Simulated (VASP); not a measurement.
OSZICAR of a VASP run on MoSi₂ (MoSi2 type):

**OSZICAR**
```
       N       E                     dE             d eps       ncg     rms          rms(c)
DAV:   1     0.125954144582E+03    0.12595E+03   -0.11570E+04  5880   0.141E+03
DAV:   2    -0.209846432549E+02   -0.14694E+03   -0.14497E+03  7217   0.342E+02
DAV:   3    -0.239919815875E+02   -0.30073E+01   -0.29545E+01  7875   0.443E+01
DAV:   4    -0.240052660498E+02   -0.13284E-01   -0.13282E-01  6643   0.352E+00
DAV:   5    -0.240053794365E+02   -0.11339E-03   -0.11338E-03  7952   0.301E-01    0.243E+01
DAV:   6    -0.232779404692E+02    0.72744E+00   -0.64349E+00  6923   0.181E+01    0.574E+00
DAV:   7    -0.231774769845E+02    0.10046E+00   -0.86781E-01  6609   0.612E+00    0.506E+00
DAV:   8    -0.231454687120E+02    0.32008E-01   -0.10496E-01  6930   0.278E+00    0.457E-01
DAV:   9    -0.231449034775E+02    0.56523E-03   -0.18762E-03  7259   0.405E-01    0.236E-01
DAV:  10    -0.231448673907E+02    0.36087E-04   -0.55624E-04  7056   0.225E-01    0.557E-02
DAV:  11    -0.231448573704E+02    0.10020E-04   -0.18211E-04  7105   0.110E-01    0.332E-02
DAV:  12    -0.231448543419E+02    0.30286E-05   -0.24634E-05  6657   0.370E-02    0.599E-03
DAV:  13    -0.231448538390E+02    0.50282E-06   -0.59177E-07  7098   0.772E-03    0.161E-03
DAV:  14    -0.231448537768E+02    0.62295E-07   -0.69074E-09  3556   0.771E-04
   1 F= -.24969379E+02 E0= -.24969322E+02  d E =-.249694E+02
       N       E                     dE             d eps       ncg     rms          rms(c)
DAV:   1    -0.231465800542E+02   -0.17262E-02   -0.60081E-02  6391   0.239E+00    0.216E-01
DAV:   2    -0.231454570640E+02    0.11230E-02   -0.21008E-03  7280   0.380E-01    0.109E-01
DAV:   3    -0.231451545649E+02    0.30250E-03   -0.82315E-04  7588   0.234E-01    0.435E-02
DAV:   4    -0.231451459020E+02    0.86629E-05   -0.48349E-05  6566   0.552E-02    0.160E-02
DAV:   5    -0.231451449758E+02    0.92626E-06   -0.30089E-06  7259   0.113E-02    0.718E-03
DAV:   6    -0.231451449474E+02    0.28336E-07   -0.48751E-07  7140   0.475E-03
   2 F= -.24969612E+02 E0= -.24969548E+02  d E =-.233687E-03
       N       E                     dE             d eps       ncg     rms          rms(c)
DAV:   1    -0.231453247412E+02   -0.17977E-03   -0.58368E-03  6398   0.745E-01    0.673E-02
DAV:   2    -0.231452163949E+02    0.10835E-03   -0.20147E-04  7266   0.118E-01    0.338E-02
DAV:   3    -0.231451875982E+02    0.28797E-04   -0.79894E-05  7602   0.731E-02    0.136E-02
DAV:   4    -0.231451867344E+02    0.86376E-06   -0.46427E-06  6538   0.171E-02    0.499E-03
DAV:   5    -0.231451866183E+02    0.11612E-06   -0.28248E-07  6874   0.349E-03    0.223E-03
DAV:   6    -0.231451866005E+02    0.17787E-07   -0.43169E-08  3171   0.145E-03
   3 F= -.24969672E+02 E0= -.24969608E+02  d E =-.293361E-03
       N       E                     dE             d eps       ncg     rms          rms(c)
DAV:   1    -0.231452300354E+02   -0.43417E-04   -0.16108E-03  6797   0.344E-01    0.298E-02
DAV:   2    -0.231452093201E+02    0.20715E-04   -0.65372E-05  7042   0.622E-02    0.164E-02
DAV:   3    -0.231452047492E+02    0.45710E-05   -0.12417E-05  7266   0.281E-02    0.546E-03
DAV:   4    -0.231452042716E+02    0.47756E-06   -0.17277E-06  7252   0.103E-02    0.230E-03
DAV:   5    -0.231452042262E+02    0.45365E-07   -0.10473E-07  3552   0.231E-03
   4 F= -.24969687E+02 E0= -.24969622E+02  d E =-.154710E-04
```

Problem. Which electronic solver shows in the log?

Solution. It is blocked Davidson (ALGO = Normal, or the opening steps of other solvers). The INCAR had ALGO = Normal.

Problem. Can the final energy be trusted as converged?

Solution. The run converged. It stopped with EDIFF = 1E-7, NELM = 100, NSW = 30 and EDIFFG = -0.01 after 4 ionic steps (PBE GGA with D3 dispersion (Becke-Johnson damping), plane waves, VASP's PBE PAW potentials (set 64)).

The compound is MoSi2 in the MoSi2 type structure. This cell is one point of a volume scan, at 0.97 of the reference volume. Symmetry was kept, so distortions that lower it aren't found.
